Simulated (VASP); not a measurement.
Output of a VASP run:

**OSZICAR**
```
...
DAV:   4    -0.443016075141E+02   -0.10978E-05   -0.24410E-05  4152   0.450E-02    0.851E-03
DAV:   5    -0.443016085158E+02   -0.10017E-05   -0.51064E-06  3464   0.142E-02    0.611E-03
DAV:   6    -0.443016091192E+02   -0.60341E-06   -0.22560E-06  2944   0.976E-03
  13 F= -.44301609E+02 E0= -.44301609E+02  d E =-.770226E-04
       N       E                     dE             d eps       ncg     rms          rms(c)
DAV:   1    -0.443016097159E+02   -0.12001E-05   -0.17545E-04  3184   0.122E-01    0.619E-03
DAV:   2    -0.443016099025E+02   -0.18659E-06   -0.71502E-06  3648   0.205E-02
  14 F= -.44301610E+02 E0= -.44301610E+02  d E =-.778059E-04
       N       E                     dE             d eps       ncg     rms          rms(c)
DAV:   1    -0.443017209067E+02   -0.11119E-03   -0.22777E-02  3072   0.144E+00    0.889E-02
DAV:   2    -0.443016794284E+02    0.41478E-04   -0.11540E-03  3456   0.290E-01    0.398E-02
DAV:   3    -0.443016563173E+02    0.23111E-04   -0.19003E-04  4016   0.890E-02    0.164E-02
DAV:   4    -0.443016522706E+02    0.40467E-05   -0.37773E-05  4824   0.506E-02    0.999E-03
DAV:   5    -0.443016527468E+02   -0.47615E-06   -0.41879E-06  3616   0.178E-02
  15 F= -.44301653E+02 E0= -.44301653E+02  d E =-.428443E-04
       N       E                     dE             d eps       ncg     rms          rms(c)
DAV:   1    -0.443016797466E+02   -0.27476E-04   -0.10639E-02  3072   0.984E-01    0.593E-02
DAV:   2    -0.443016611369E+02    0.18610E-04   -0.53019E-04  3456   0.196E-01    0.263E-02
DAV:   3    -0.443016511455E+02    0.99914E-05   -0.87202E-05  4016   0.601E-02    0.105E-02
DAV:   4    -0.443016496690E+02    0.14765E-05   -0.17559E-05  4864   0.338E-02    0.741E-03
DAV:   5    -0.443016499645E+02   -0.29547E-06   -0.16349E-06  2320   0.118E-02
  16 F= -.44301650E+02 E0= -.44301650E+02  d E =-.400620E-04
       N       E                     dE             d eps       ncg     rms          rms(c)
DAV:   1    -0.443016569157E+02   -0.72467E-05   -0.88288E-04  3072   0.281E-01    0.187E-02
DAV:   2    -0.443016553246E+02    0.15911E-05   -0.48247E-05  3504   0.591E-02    0.878E-03
DAV:   3    -0.443016542662E+02    0.10583E-05   -0.78086E-06  3640   0.183E-02    0.412E-03
DAV:   4    -0.443016539669E+02    0.29934E-06   -0.12257E-06  1896   0.111E-02
  17 F= -.44301654E+02 E0= -.44301654E+02  d E =-.440644E-04
       N       E                     dE             d eps       ncg     rms          rms(c)
DAV:   1    -0.443016599900E+02   -0.57237E-05   -0.13933E-03  3072   0.356E-01    0.222E-02
DAV:   2    -0.443016570088E+02    0.29812E-05   -0.69291E-05  3456   0.709E-02    0.980E-03
DAV:   3    -0.443016555861E+02    0.14227E-05   -0.12291E-05  4040   0.224E-02    0.393E-03
DAV:   4    -0.443016553450E+02    0.24105E-06   -0.20711E-06  2528   0.124E-02
  18 F= -.44301655E+02 E0= -.44301655E+02  d E =-.454426E-04
       N       E                     dE             d eps       ncg     rms          rms(c)
DAV:   1    -0.443016643287E+02   -0.87426E-05   -0.11376E-03  3120   0.369E-01    0.186E-02
DAV:   2    -0.443016642376E+02    0.91125E-07   -0.55771E-05  3208   0.632E-02    0.853E-03
DAV:   3    -0.443016631778E+02    0.10599E-05   -0.66797E-06  3896   0.177E-02    0.304E-03
DAV:   4    -0.443016630416E+02    0.13617E-06   -0.90068E-07  1760   0.830E-03
  19 F= -.44301663E+02 E0= -.44301663E+02  d E =-.769654E-05
```

### OUTCAR
```
------------------------ aborting loop because EDIFF is reached ----------------------------------------
  FORCE on cell =-STRESS in cart. coord.  units (eV):
  Direction    XX          YY          ZZ          XY          YZ          ZX
  --------------------------------------------------------------------------------------
  Total        0.0151950      0.0030893     -0.0026996      0.0000000      0.0000000      0.0000000
  in kB        0.3992954      0.0811805     -0.0709414      0.0000000      0.0000000      0.0000000
  external PRESSURE =       0.1365115 kB  Pullay stress =       0.0000000 kB
  volume of cell :       60.97
      direct lattice vectors                 reciprocal lattice vectors
     3.919153204  0.000000000  0.000000000     0.255157160  0.000000000  0.000000000
     0.000000000  2.787152530  2.790831954     0.000000000  0.179394559  0.179158046
     0.000000000 -2.787152530  2.790831954     0.000000000 -0.179394559  0.179158046
 POSITION                                       TOTAL-FORCE (eV/Angst)
 -----------------------------------------------------------------------------------
      0.00000      0.00000      5.58034         0.000000      0.000000     -0.001791
      1.95958      0.00000      2.83631         0.000000      0.000000     -0.008139
      1.95958      1.38260      4.13229         0.000000     -0.001739      0.000440
      1.95958     -1.38260      4.13229         0.000000      0.001739      0.000440
      0.00000      0.00000      2.74236         0.000000      0.000000      0.009048
 -----------------------------------------------------------------------------------
    total drift:                                0.000000     -0.000001     -0.000599
  FREE ENERGIE OF THE ION-ELECTRON SYSTEM (eV)
  ---------------------------------------------------
  free  energy   TOTEN  =       -44.3016630416 eV

  energy  without entropy=      -44.3016630416  energy(sigma->0) =      -44.30166304

 reached required accuracy - stopping structural energy minimisation
```
(Selected blocks of OUTCAR.)

**POSCAR**
```
BaTiO3
1
    3.9673970000     0.0000000000     0.0000000000
    0.0000000000     2.8511450000     2.8638390000
    0.0000000000    -2.8511450000     2.8638390000
Ba Ti O
1 1 3
Direct
  0.0000000000   0.0034100000   0.0034100000
  0.5000000000   0.5185000000   0.5185000000
  0.5000000000   0.9784300000   0.4913500000
  0.5000000000   0.4913500000   0.9784300000
  0.0000000000   0.4882000000   0.4882000000
```

Problem. Write an INCAR and KPOINTS that could have produced this output.

Solution. This is not unique; one that fits is the input of the run itself, LDA (Ceperley-Alder, Perdew-Zunger), plane waves, VASP's LDA PAW potentials (set 64).

**INCAR**
```
ALGO = Normal
EDIFF = 1E-6
EDIFFG = -0.01
ENCUT = 400
IBRION = 2
ISIF = 3
ISMEAR = 0
LASPH = .TRUE.
LCHARG = .FALSE.
LMAXMIX = 4
LREAL = .FALSE.
LWAVE = .FALSE.
NELM = 100
NSW = 50
PREC = Accurate
SIGMA = 0.01
SYSTEM = BaTiO3
```

### KPOINTS
```
Automatic mesh
0
Gamma
7 7 7
0 0 0
```

POTCAR, in this order: Ba_sv Ti_sv O (LDA.64 set). Program: vasp_std.

At this cut-off the stress carries a Pulay error, which pulls relaxed volumes low. Energy and stress use the plane-wave basis of the starting cell.

The structure comes from a computed database's BaTiO3 entry (Amm2); how it stands against other phases isn't given here. This run relaxes it. Symmetry was kept, so distortions that lower it aren't found. The run is one of a series of settings (EDIFFG = -0.01, IBRION = 2, ISIF = 3, NSW = 50 against the base run), some of them coarse on purpose.
